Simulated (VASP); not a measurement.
**CoO (relaxed from the CsCl type structure, space group Pm-3m): computed properties**

Computed with PBEsol GGA, VASP's PBE PAW potentials (set 64) (plane waves; VASP).

space group: Pm-3m (221)
cell: a = b = c = 2.5704 Å, α = β = γ = 90.00°
volume per atom: 8.49 Å³/atom
band gap (over mesh and band path): none (metal, semimetal or under 0.01 eV)
cell moment: 3.00 μB
density: 7.33 g/cm³

```
CELL_PARAMETERS angstrom
      2.57040     0.00000     0.00000
      0.00000     2.57040     0.00000
      0.00000     0.00000     2.57040
ATOMIC_POSITIONS crystal
  Co 0.00000 0.00000 0.00000
  O  0.50000 0.50000 0.50000
```
Starting moments (μB, in the order of the record's atoms Co O): 2.5 0.5.

The moments were started parallel, and other spin orders were not tried in this run.

The structure was generated: CoO was put into the CsCl type type (Pm-3m), which need not be its known phase. It was relaxed first, which changed the volume by +9 %. Symmetry was kept, so distortions that lower it aren't found.
